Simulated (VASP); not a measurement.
Consider the following.

```yaml
crystal:
  lattice:
    - [0.00000, 2.04500, 2.04500]
    - [2.04500, 0.00000, 2.04500]
    - [2.04500, 2.04500, 0.00000]
  atoms:
    - { symbol: Ag, position: [0.00000, 0.00000, 0.00000] }
```

Level of theory: PBE GGA, VASP's PBE PAW potentials (set 64) (plane waves; VASP). Numerical set-up: 300 eV cut-off, 18×18×18 Γ-centred mesh, Fermi-Dirac smearing of 0.10 eV, potentials Ag.

### Question
Give the energies of bands 1 to 7 at the high-symmetry points, in eV from the Fermi level.

### Answer

```tsv
band	Γ	X	U	L	W
1	-7.75	-6.41	-5.98	-6.37	-5.66
2	-4.78	-6.27	-5.56	-4.80	-5.05
3	-4.78	-2.99	-4.07	-4.80	-5.05
4	-4.78	-2.76	-3.54	-2.96	-3.75
5	-3.75	-2.76	-3.04	-2.96	-2.75
6	-3.75	1.61	4.29	-0.39	5.95
7	16.02	6.72	5.24	3.59	5.95
```

It has no gap at this level: it comes out as a metal or semimetal.

The structure is a typed Ag crystal (Fm-3m). The cell was not relaxed at this level.
